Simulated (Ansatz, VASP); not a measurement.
## Cross-check of BAs between VASP and Ansatz

Aim: how closely do two programs agree when they are given the same cell, functional and k mesh? The cell is taken from a series of runs on this material, whose earlier steps may have relaxed, scaled, displaced or heated it; both programs get it as it stands. Other levels of theory on this material are compared in a session of their own.

Calculated with Ansatz 0.2.0; plane waves, with VASP 6.6.1 beside it; relaxation of cell and atoms at PBE.

### 1. The starting structure

It takes space group F-43m (No. 216, cubic). The conventional cell has a = 4.809 Å, b = 4.809 Å, c = 4.809 Å, α = 90.00°, β = 90.00°, γ = 90.00°. Nearest to B lie 4 As at 2.08 Å. Nearest to As lie 4 B at 2.08 Å. Farther neighbours are not listed.

As a file:

```xyz
2
Lattice="0.0000 2.4044 2.4044 2.4044 0.0000 2.4044 2.4044 2.4044 0.0000" Properties=species:S:1:pos:R:3 pbc="T T T"
B     0.0000    0.0000    0.0000
As    3.6066    3.6066    3.6066
```

### 2. VASP: relaxation of cell and atoms, PBE

The relaxed volume is the usual yardstick between codes: in a stiff, nearly cubic crystal its relative difference is about their pressure difference at one cell divided by the bulk modulus.

Lines of VASP's logs that name or quote its potential files are left out, and so is its time.

INCAR

```
SYSTEM = BAs
PREC = Accurate
ENCUT = 500
EDIFF = 1E-07
NELM = 120
ISMEAR = 0
SIGMA = 0.01
LREAL = .FALSE.
ALGO = Normal
GGA = PE
NBANDS = 10
LORBIT = 11
LWAVE = .FALSE.
LCHARG = .FALSE.
ISIF = 3
IBRION = 2
NSW = 80
EDIFFG = -0.005
LASPH = .TRUE.
GGA_COMPAT = .FALSE.
NELMIN = 4
EFERMI = MIDGAP
KPAR = 2
```

POSCAR

```
BAs
1.0
    0.0000000000      2.4044250000      2.4044250000
    2.4044250000      0.0000000000      2.4044250000
    2.4044250000      2.4044250000      0.0000000000
B As
1 1
Direct
    0.0000000000      0.0000000000      0.0000000000
    0.7500000000      0.7500000000      0.7500000000
```

KPOINTS

```
Automatic mesh
0
Gamma
12 12 12
0 0 0
```

Potentials, in the order of the species: B and As (PBE family, release 64).

On the command line:

```
$ mpirun -np 2 vasp_std
```

Numbers of over 12 decimals in the logs are rounded to 6 here.

Log:

```text
[banner, memory and clock lines left out]
running    2 mpi-ranks, on    1 nodes
 distrk:  each k-point on    1 cores,    2 groups
 distr:  one band on    1 cores,    1 groups

 POSCAR found type information on POSCAR B As
 POSCAR found :  2 types and       2 ions
 LDA part: xc-table for (Slater+PW92), standard interpolation
 POSCAR, INCAR and KPOINTS ok, starting setup
 FFT: planning ... GRIDC
 FFT: planning ... GRID_SOFT
 FFT: planning ... GRID
 WAVECAR not read
 entering main loop
       N       E                     dE             d eps       ncg     rms          rms(c)
DAV:   1     0.124202946248E+02    0.12420E+02   -0.37537E+03  1448   0.686E+02
DAV:   2    -0.113312290529E+02   -0.23752E+02   -0.22693E+02  1972   0.107E+02
DAV:   3    -0.120126700034E+02   -0.68144E+00   -0.68008E+00  1738   0.175E+01
DAV:   4    -0.120145471690E+02   -0.18772E-02   -0.18771E-02  1770   0.102E+00
DAV:   5    -0.120145496678E+02   -0.24988E-05   -0.24988E-05  1712   0.368E-02    0.479E+00
DAV:   6    -0.114743798760E+02    0.54017E+00   -0.15830E+00  1544   0.545E+00    0.234E+00
DAV:   7    -0.114195112110E+02    0.54869E-01   -0.18082E-01  1748   0.224E+00    0.963E-01
DAV:   8    -0.114129881548E+02    0.65231E-02   -0.20386E-02  1582   0.859E-01    0.990E-02
DAV:   9    -0.114132960507E+02   -0.30790E-03   -0.73689E-04  1646   0.169E-01    0.566E-02
DAV:  10    -0.114134610817E+02   -0.16503E-03   -0.22028E-04  1558   0.956E-02    0.130E-02
DAV:  11    -0.114134666941E+02   -0.56124E-05   -0.60603E-06  1840   0.176E-02    0.109E-02
DAV:  12    -0.114134667562E+02   -0.62118E-07   -0.28309E-06  1586   0.984E-03    0.328E-03
DAV:  13    -0.114134668053E+02   -0.49070E-07   -0.82758E-08  1368   0.202E-03
   1 F= -.11413467E+02 E0= -.11413467E+02  d E =-.114135E+02
 curvature:   0.00 expect dE= 0.000E+00 dE for cont linesearch  0.000E+00
 trial: gam= 0.00000 g(F)=  0.322E-48 g(S)=  0.893E-03 ort = 0.000E+00 (trialstep = 0.100E+01)
 search vector abs. value=  0.893E-03
 bond charge predicted
       N       E                     dE             d eps       ncg     rms          rms(c)
DAV:   1    -0.114142106665E+02   -0.74391E-03   -0.17781E-02  1572   0.837E-01    0.129E-01
DAV:   2    -0.114137634343E+02    0.44723E-03   -0.78068E-04  1540   0.148E-01    0.657E-02
DAV:   3    -0.114136180822E+02    0.14535E-03   -0.27740E-04  1572   0.788E-02    0.204E-02
DAV:   4    -0.114136061039E+02    0.11978E-04   -0.16652E-05  1614   0.234E-02    0.124E-02
DAV:   5    -0.114136051089E+02    0.99509E-06   -0.13253E-06  1748   0.672E-03    0.620E-03
DAV:   6    -0.114136051571E+02   -0.48218E-07   -0.93617E-08  1414   0.176E-03
   2 F= -.11413605E+02 E0= -.11413605E+02  d E =-.138352E-03
 trial-energy change:   -0.000138  1 .order   -0.000150   -0.000893    0.000593
 step:   0.5896(harm=  0.6008)  dis= 0.00000  next Energy=   -11.413728 (dE=-0.261E-03)
 bond charge predicted
       N       E                     dE             d eps       ncg     rms          rms(c)
DAV:   1    -0.114138238793E+02   -0.21877E-03   -0.29989E-03  1570   0.345E-01    0.533E-02
DAV:   2    -0.114137508012E+02    0.73078E-04   -0.12990E-04  1532   0.606E-02    0.271E-02
DAV:   3    -0.114137290286E+02    0.21773E-04   -0.47044E-05  1564   0.324E-02    0.850E-03
DAV:   4    -0.114137278982E+02    0.11304E-05   -0.27558E-06  1612   0.953E-03    0.518E-03
DAV:   5    -0.114137279734E+02   -0.75244E-07   -0.22593E-07  1488   0.278E-03
   3 F= -.11413728E+02 E0= -.11413728E+02  d E =-.261168E-03
 curvature:  -0.30 expect dE=-0.101E-06 dE for cont linesearch -0.101E-06
 trial: gam=-0.01906 g(F)=  0.653E-48 g(S)=  0.337E-06 ort = 0.174E-04 (trialstep = 0.918E+00)
 search vector abs. value=  0.227E-09
 reached required accuracy - stopping structural energy minimisation
```

OUTCAR, selected parts (step 2):

```text
ion  position               nearest neighbor table
   1  0.000  0.000  0.000-   2 2.08   2 2.08   2 2.08   2 2.08
   2  0.750  0.750  0.750-   1 2.08   1 2.08   1 2.08   1 2.08

  LATTYP: Found a face centered cubic cell.
 ALAT       =     4.8088500000

 Subroutine GETGRP returns: Found 24 space group operations
 (whereof 24 operations were pure point group operations)

The static configuration has the point symmetry T_d .

 Found     72 irreducible k-points:

   k-points           NKPTS =     72   k-points in BZ     NKDIM =     72   number of bands    NBANDS=     10

   dimension x,y,z NGX =    28 NGY =   28 NGZ =   28
   dimension x,y,z NGXF=    56 NGYF=   56 NGZF=   56

   ENCUT  =  500.0 eV  36.75 Ry    6.06 a.u.   6.20  6.20  6.20*2*pi/ulx,y,z

   NELECT =       8.0000    total number of electrons

 k-points in reciprocal lattice and weights: Automatic mesh
   0.00000000  0.00000000  0.00000000       0.001
   0.08333333  0.00000000  0.00000000       0.005
   0.16666667  0.00000000  0.00000000       0.005
   0.25000000  0.00000000  0.00000000       0.005
   0.33333333  0.00000000  0.00000000       0.005
   0.41666667  0.00000000  0.00000000       0.005
   0.50000000  0.00000000  0.00000000       0.002
   0.08333333  0.08333333  0.00000000       0.003
   0.16666667  0.08333333  0.00000000       0.014
[...]
-0.33333333  0.50000000  0.16666667       0.007
  -0.25000000  0.50000000  0.25000000       0.003

 average (electrostatic) potential at core
       1 -27.0933       2 -49.0163

 E-fermi :   6.4611

 k-point     1 :       0.0000    0.0000    0.0000
  band No.  band energies     occupation
      1      -9.3219      2.00000
      2       5.8565      2.00000
      3       5.8565      2.00000
      4       5.8565      2.00000
      5       9.1025      0.00000
      6       9.1025      0.00000
      7       9.1025      0.00000
      8      10.2317      0.00000
      9      15.3216      0.00000
    ...

 k-point     2 :       0.0833    0.0000    0.0000
  band No.  band energies     occupation
      1      -9.2103      2.00000
      2       4.8270      2.00000
      3       5.6441      2.00000
      4       5.6441      2.00000
      5       9.2083      0.00000
      6       9.3825      0.00000
      7       9.3825      0.00000
      8      10.9033      0.00000
      9      15.7702      0.00000
    ...

 k-point     3 :       0.1667    0.0000    0.0000
  band No.  band energies     occupation
      1      -8.8795      2.00000
      2       2.9377      2.00000
      3       5.1929      2.00000
      4       5.1929      2.00000
      5       9.0433      0.00000
      6       9.9685      0.00000
      7       9.9685      0.00000
      8      12.2896      0.00000
      9      16.7137      0.00000
    ...

  Total        0.0021592      0.0021592      0.0021592      0.0000000      0.0000000     -0.0000000
  in kB        0.1238440      0.1238440      0.1238440      0.0000000      0.0000000     -0.0000000
  external PRESSURE =       0.1238440 kB  Pullay stress =       0.0000000 kB

  energy-cutoff  :      500.00
  volume of cell :       27.93
      direct lattice vectors                 reciprocal lattice vectors
    -0.000000000  2.408223716  2.408223716    -0.207621907  0.207621907  0.207621907
     2.408223716 -0.000000000  2.408223716     0.207621907 -0.207621907  0.207621907
     2.408223716  2.408223716  0.000000000     0.207621907  0.207621907 -0.207621907

 POSITION                                       TOTAL-FORCE (eV/Angst)
 -----------------------------------------------------------------------------------
      0.00000      0.00000      0.00000         0.000000      0.000000     -0.000000
      3.61234      3.61234      3.61234        -0.000000     -0.000000      0.000000
 -----------------------------------------------------------------------------------
    total drift:                                0.000000      0.000000      0.000000

  FREE ENERGIE OF THE ION-ELECTRON SYSTEM (eV)
  ---------------------------------------------------
  free  energy   TOTEN  =       -11.4137279734 eV

  energy  without entropy=      -11.4137279734  energy(sigma->0) =      -11.41372797

 reached required accuracy - stopping structural energy minimisation

 total charge
# of ion       s       p       d       tot
------------------------------------------
    1        0.657   1.153   0.000   1.810
    2        1.173   1.642   0.084   2.900
--------------------------------------------------
tot          1.830   2.795   0.084   4.709

[... 3 further parts left out ...]
```

CONTCAR:

```
BAs
   1.00000000000000
    -0.0000000000000000    2.4082237157361952    2.4082237157361952
     2.4082237157361952   -0.0000000000000000    2.4082237157361952
     2.4082237157361952    2.4082237157361952    0.0000000000000000
  B               As
     1     1
Direct
     0.0000000000000000    0.0000000000000000    0.0000000000000000
     0.7500000000000000    0.7500000000000000    0.7500000000000000
```

The run keeps the 24 symmetry operations of its start, so it cannot find a distortion of lower symmetry.

### 3. Ansatz: relaxation of cell and atoms, PBE

Ansatz runs on its PAW soft_1 files.

The same cell, functional and mesh now go to Ansatz, which takes its cutoff from its data sets.

input.yaml

```yaml
crystal:
  lattice:
    - [0.0, 2.4044247869, 2.4044247869]
    - [2.4044247869, 0.0, 2.4044247869]
    - [2.4044247869, 2.4044247869, 0.0]
  atoms:
    - { symbol: B, position: [0.0, 0.0, 0.0] }
    - { symbol: As, position: [0.75, 0.75, 0.75] }
kpoints:
  mp_grid: { grid: [12, 12, 12] }
hamiltonian:
  xc: pbe
  pseudopotentials: { kind: paw, azcp: { folder: soft_1 } }
scf:
  occupations: { method: fixed }
output:
  forces: true
  stress: true
  eigenvalues: true
relax:
  adjacent_minimum: "off"
  f_tol: 0.001
  max_steps: 60
  cell: { stress_tol: 0.01 }
```

On the command line:

```
$ ansatz run input.yaml --threads 4 --pin off --max-ram 10240MiB --backend cpu --events-out ev --progress --plain --runs-dir out
```

Log:

```text
Engine: ansatz 0.2.0, aarch64-unknown-linux-gnu
Pseudopotentials: kind: paw
Pseudopotential: B, paw, valence charge 3, recommended cutoff 420 eV (normal), soft_1/B.paw.azcp
Pseudopotential: As, paw, valence charge 15, recommended cutoff 420 eV (normal), soft_1/As.paw.azcp
Functional definition: PBE
  parameter kappa = 0.804
  parameter beta = 0.066725
  exchange = pbe_x(kappa = kappa, mu = beta*pi^2/3)
  correlation = pbe_c(beta = beta)
Crystal: 2 atoms, lattice volume = 27.801 Å³
Basis set: ecut = 420 eV, 537 PW (Γ), exchange–correlation on 48×48×48 points (8 copies of the dense FFT grid, shifted against one another)
Bands: 13, of which v1, the nominal top of the filled ones, is band 9 counted from 1 (8 counted from 0)
Symmetry: 24 space group operations
Space group: F-43m (ITA 216), of the structure as read, at distance tolerance 3.0e-5 Å
k-points: 72 of 1728 (time reversal used)
Non-local potential: B, projectors of the file, l = 0: 2, l = 1: 2, l = 2: 1
Non-local potential: As, projectors of the file, l = 0: 2, l = 1: 2, l = 2: 3, l = 3: 1
PAW form: soft (Blöchl's): semilocal exchange-correlation on the pseudo side does not see the compensation charge
PAW one-centre angular grid: B, 110 points (default); XC on 64 Gauss nodes
PAW one-centre angular grid: As, 590 points (default); XC on 64 Gauss nodes
Initial density: superposition of atomic densities (chi_scale 0.1, normalization cell, long waves kept (reshape's long-wave potential 0.00 eV rms))
Initial wavefunctions: pseudopotential atomic-orbital guess
Functional: x = pbe(κ = 0.804, μ = 0.219515), c = pbe(β = 0.066725)
SCF iter   1: F=—  HF=-5012.713806 eV  |F-HF|=—  |Δ(HF+E_count)|=         —  Δρ=7.54e-2  dr2=2.06e0  ethr=3.10e-3  ⟨swp⟩=4.3  Hψ=4756  notcnv=0  defer=76
preconditioner: auto → none  [insulator: Δε(μ)=1.740 eV  Ē_g=12.277 eV  n_scr=8 (ndim 8)  ℏωp=19.9 eV  f_vac=0.000  ε∞_Penn≈3.6]
SCF iter   2: F=—  HF=-5012.143626 eV  |F-HF|=—  |Δ(HF+E_count)|=   5.70e-1  Δρ=2.54e-2  dr2=1.58e-1  ethr=3.10e-3  ⟨swp⟩=2.6  Hψ=2057  notcnv=0  defer=108
SCF iter   3: F=—  HF=-5012.112716 eV  |F-HF|=—  |Δ(HF+E_count)|=   3.09e-2  Δρ=1.11e-2  dr2=2.32e-2  ethr=8.78e-4  ⟨swp⟩=2.4  Hψ=1454  notcnv=0  defer=129
SCF iter   4: F=—  HF=-5012.112467 eV  |F-HF|=—  |Δ(HF+E_count)|=   2.49e-4  Δρ=4.33e-3  dr2=4.05e-3  ethr=1.29e-4  ⟨swp⟩=2.9  Hψ=1554  notcnv=0  defer=135
SCF iter   5: F=—  HF=-5012.111775 eV  |F-HF|=—  |Δ(HF+E_count)|=   6.91e-4  Δρ=9.22e-4  dr2=1.68e-4  ethr=2.25e-5  ⟨swp⟩=3.0  Hψ=1731  notcnv=0  defer=136
SCF iter   6: F=—  HF=-5012.111795 eV  |F-HF|=—  |Δ(HF+E_count)|=   1.98e-5  Δρ=1.11e-4  dr2=2.23e-6  ethr=9.32e-7  ⟨swp⟩=3.0  Hψ=1699  notcnv=0  defer=127
SCF iter   7: F=—  HF=-5012.111796 eV  |F-HF|=—  |Δ(HF+E_count)|=   1.19e-6  Δρ=7.55e-6  dr2=1.10e-8  ethr=5.56e-10  ⟨swp⟩=5.0  Hψ=5446  notcnv=0
SCF iter   8: F=-5012.111796 eV  HF=-5012.111796 eV  |F-HF|=5.46e-12  |Δ(HF+E_count)|=   2.12e-8  Δρ=4.71e-7  dr2=6.01e-11  ethr=6.12e-11  ⟨swp⟩=2.0  Hψ=3017  notcnv=0
SCF 1 converged in 8 iterations: F = -5012.111796 eV  dr2 = 6.01e-11
  greatest PAW one-centre occupation: 0.999 electrons in one spin orbital (limit 2), on the As atom at site 1 (counted from 0), in its partial waves of l = 2
relax step   1: F+E_penalty+E_count = -5012.11179644 eV  Δ(F+E_penalty+E_count) = +0.000e0 eV  max|allowed force component| = 2.712e-16 eV/Å  Δτ_max = 0.0000 Å  P = +0.039 GPa  Ω = 27.801 Å³  (8 SCF iters, dr2 threshold 1.00e-7 eV, accepted)
[...]
relax step   2: F+E_penalty+E_count = -5012.11179431 eV  Δ(F+E_penalty+E_count) = +2.125e-6 eV  max|allowed force component| = 8.038e-17 eV/Å  Δτ_max = 0.0000 Å  P = +0.010 GPa  Ω = 27.807 Å³  energy of the carried Pulay correction = -3.072e-6 eV  (3 SCF iters, dr2 threshold 3.88e-9 eV, accepted)
[...]
relax step   3: F+E_penalty+E_count = -5012.11179327 eV  Δ(F+E_penalty+E_count) = +1.038e-6 eV  max|allowed force component| = 5.609e-17 eV/Å  Δτ_max = 0.0000 Å  P = -0.000 GPa  Ω = 27.810 Å³  energy of the carried Pulay correction = -4.182e-6 eV  (4 SCF iters, dr2 threshold 2.73e-10 eV, accepted)
[...]
relax step   4: F+E_penalty+E_count = -5012.11181446 eV  Δ(F+E_penalty+E_count) = -2.118e-5 eV  max|allowed force component| = 6.303e-17 eV/Å  Δτ_max = 0.0000 Å  P = -0.000 GPa  Ω = 27.810 Å³  stress off target by 5.96e-5 GPa  SCF on the basis re-selected at this cell (its energy is not comparable with the rows above)  (5 SCF iters)
basis re-selected at this cell: Δ(F+E_penalty+E_count) = -2.118e-5 eV, ΔP = -0.000 GPa vs the last step (what re-selecting the basis moved, of the pressure what is left beyond the Pulay correction that the steps carried, after the strain that the cell walked since its last selection, with what the two solves' SCF thresholds leave and, on support functions, any second-order correction that the steps lacked; it is no m [...]
SCF converged after 5 iterations
Free energy (F): -5012.111814 eV
Harris-Foulkes:  -5012.111814 eV  (|F-HF|=0.00e0)
Internal energy: -5012.111814 eV  (E = F + TS)
E sigma→0 (E₀):  -5012.111814 eV
Fermi energy:    10.388452 eV
--- Per-component energies (eV) ---
  E_band       = -222.733640
  E_kinetic    = 146.021863
  E_local      = -1972.481908  (includes V_loc(G=0)·N_el)
  E_nonlocal   = -384.211305
  E_hartree    = 1108.200508
  E_xc         = -103.044112
  E_vxc        = -112.234660  (∫ρ·V_xc dr)
  E_paw        = -2092.422416  (= ΣΔE_a)
  E_vpaw       = -116.228639  (= ΣTr[D̂ρ^β])
  E_aug_tail   = -0.000005  (compensation charges beyond the density's cutoff)
  E_ewald      = -1714.174438
  E_smearing   = -0.000000  (= −TS)
  E_closure    = 0.000000  (closes the sum)
  Σ components = -5012.111814   (vs F -5012.111814, Δ=0.00e0)
--- Forces (eV/Å), atoms counted from 1 ---
  atom   1  B     -0.00000000    -0.00000000     0.00000000
  atom   2  As     0.00000000     0.00000000     0.00000000
  max |Σ_I F_I| component: 1.33e-16 eV/Å
--- Stress (GPa, compression-positive) ---
       -0.000060      -0.000000       0.000000
       -0.000000      -0.000060       0.000000
        0.000000       0.000000      -0.000060
  P = ⅓ Tr σ = -0.0001 GPa (-0.001 kbar)
--- Band table (eV; the first three rows and the last of 72) ---
  k-point 0: bands = [... 5 lower, -4.8297, 10.3885, 10.3885, 10.3885, 13.6430, 13.6430, 13.6430, 14.8022]
  k-point 1: bands = [... 5 lower, -4.7178, 9.3576, 10.1752, 10.1752, 13.7547, 13.9245, 13.9245, 15.4693]
  k-point 2: bands = [... 5 lower, -4.3857, 7.4645, 9.7225, 9.7225, 13.5943, 14.5136, 14.5136, 16.8537]
  k-point 71: bands = [... 5 lower, -0.6068, 2.4289, 5.0302, 5.3202, 15.6488, 16.2166, 17.1596, 17.3075]
--- Relaxed structure (3 steps of the walk, 3 accepted, 1 SCFs on fresh bases) ---
  F+E_penalty+E_count = -5012.11181446 eV   max|allowed force component| = 6.303e-17 eV/Å   (the final SCF, on the basis selected at the relaxed cell)
  cell:  # Å, volume = 27.8095 Å³
    - [0, 2.404664, 2.404664]
    - [2.404664, 0, 2.404664]
    - [2.404664, 2.404664, 0]
  atoms:
    - { symbol: B, position: [0, 0, 0] }
    - { symbol: As, position: [0.75, 0.75, 0.75] }
```

Reading the cycles: dr2 is the Hartree energy of the density residual (eV), the measure of convergence; HF is the Harris–Foulkes estimate of the energy, which meets the free energy F at convergence.

### 4. Side by side

Known differences besides the potentials themselves: fixed occupations in Ansatz, narrow Gaussian smearing in VASP; the data sets hold 18 valence electrons in Ansatz (on its PAW soft_1 files) and 8 in VASP; the cutoff is 420 eV in Ansatz and 500 eV in VASP; Ansatz adds a Pulay correction to the stress that steers its cell, VASP none. Total energies have different zeros and are not compared.

Compared:

```csv
quantity,Ansatz,VASP,difference
volume (Å³),27.81,27.93,-0.44 %
"edge a after relaxation, in the typed setting (Å)",3.401,3.406,-0.15 %
```

### 5. What came out

```yaml
difference_in_volume_relaxation_of_cell_and_atoms_pbe: -0.44 %
```

The difference in volume is -0.44 % (relaxation of cell and atoms, PBE), within the 1.2 % picked in this series as the mark of a large difference, as far as the stopping tolerances let one tell. The data sets hold unlike numbers of valence electrons (18 in Ansatz and 8 in VASP), so part of the differences comes from the potentials. 3 further runs of this series are not shown here. How closely two codes agree says nothing of how well the functional describes the real material.

[Lines on the potential files, build, host, timing and source positions are cut from VASP's logs without a mark.]

[Logs are printed without paths, hosts, clocks, repeated set-up lines and the standing remarks that a program may print on its own settings, such as how far it seeks lower states.]

[Hosts, paths, dates, database ids (printed as entryN), source tags and the programs' standing remarks are cut or masked in the printed files.]
